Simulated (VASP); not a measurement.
Given:

```
Be
1.0
    1.14500    -1.98320     0.00000
    1.14500     1.98320     0.00000
    0.00000     0.00000     3.58000
Be
2
Direct
  0.33333   0.66667   0.25000
  0.66667   0.33333   0.75000
```

The numbers are results of revTPSS meta-GGA, VASP's PBE PAW potentials (set 64) (plane waves; VASP), not measurements. Settings: 520 eV cut-off, 16×16×9 Γ-centred mesh, first-order Methfessel-Paxton smearing of 0.10 eV, potentials Be.

Energy and stress use the plane-wave basis of the starting cell.

Q: The ions, cell shape and volume are relaxed. What does this cell relax into?

A: 
```
Be
1.0
    1.13142    -1.95967     0.00000
    1.13142     1.95967     0.00000
    0.00000     0.00000     3.55352
Be
2
Direct
  0.33333   0.66667   0.25000
  0.66667   0.33333   0.75000
```
Space group P6_3/mmc (194), at a tolerance of 0.03 Å.

Q: How do energy and volume change from the first to the last step?

A: The energy (σ→0) changes by -2.9 meV/atom and the volume by -3.1 %, in 5 ionic steps.

The compound is Be in the hcp structure. This run relaxes it. Symmetry was kept, so distortions that lower it aren't found.
